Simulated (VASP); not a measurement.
```
CELL_PARAMETERS angstrom
      4.01039     0.00000     0.00000
      0.00000     4.01039     0.00000
      0.00000     0.00000     4.01039
ATOMIC_POSITIONS crystal
  Ba 0.00000 0.00000 0.00000
  Hf 0.50000 0.50000 0.50000
  O  0.50000 0.00000 0.50000
  O  0.00000 0.50000 0.50000
  O  0.50000 0.50000 0.00000
```

The numbers are results of PBE GGA, VASP's PBE PAW potentials (set 64) (plane waves; VASP 6.6.1), not measurements. Settings: 620 eV cut-off, 6×6×6 Γ-centred mesh, Gaussian smearing of 0.050 eV, potentials Ba_sv Hf_pv O.

Unless said otherwise, spin-orbit coupling is left out, though it shifts the bands of the heavy elements here.

Q: Predict the energy per atom (σ→0), pressure, band gap (on the k-mesh) with the smallest direct gap where there is one.

A: 
```json
{
 "band gap (on the k-mesh)": "3.79 eV",
 "smallest direct gap (on the k-mesh)": "3.83 eV",
 "energy per atom (σ→0)": "-8552 meV/atom",
 "pressure": "29.99 GPa"
}
```

Only differences to runs with the same potentials and settings are physical.

The compound is BaHfO3 in the cubic perovskite structure. It was relaxed first under an external pressure of 30 GPa.
